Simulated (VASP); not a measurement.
Given:

```xyz
3
Lattice="-1.5382 1.5382 3.7648 1.5382 -1.5382 3.7648 1.5382 1.5382 -3.7648" Properties=species:S:1:pos:R:3 pbc="T T T"
Re     0.0000     0.0000     0.0000
Co     0.0000     0.0000     2.5247
Co     0.0000     0.0000     5.0050
```
Starting moments (μB, in the order of the record's atoms Re Co Co): 0.0 3.0 3.0.

All values below come from PBE GGA, VASP's PBE PAW potentials (set 64) (plane waves; VASP). Settings: 300 eV cut-off, 7×7×7 Γ-centred mesh, Gaussian smearing of 0.10 eV, potentials Re Co.

At this cut-off the stress carries a Pulay error, which pulls relaxed volumes low. Unless said otherwise, spin-orbit coupling is left out, though it shifts the bands of the heavy elements here.

Task: What does the run give for the cell moment, energy per atom (σ→0), pressure, largest force, band gap (on the k-mesh) with the smallest direct gap where there is one?

Result: 
The band gap (on the k-mesh) is none (metal, semimetal or under 0.01 eV). The cell moment is 0.21 μB, the energy per atom (σ→0) is -8.669 eV/atom and the pressure is 1.20 GPa. The largest force comes out as 0.335 eV/Å.

Task: Give the moment on each site (PAW-sphere projection).

Result: 
| site | moment (μB) |
|---|---|
| Re1 | -0.01 |
| Co2 | 0.11 |
| Co3 | 0.11 |

Total energies compare only between runs with the same potentials, cut-off and functional.

The structure was generated: Co2Re was put into an ordered model structure, which need not be its known phase. The cell was not relaxed at this level. The k-mesh is coarse (spacing up to 0.41 per Å, 2π included), so the numbers may not be converged in it.
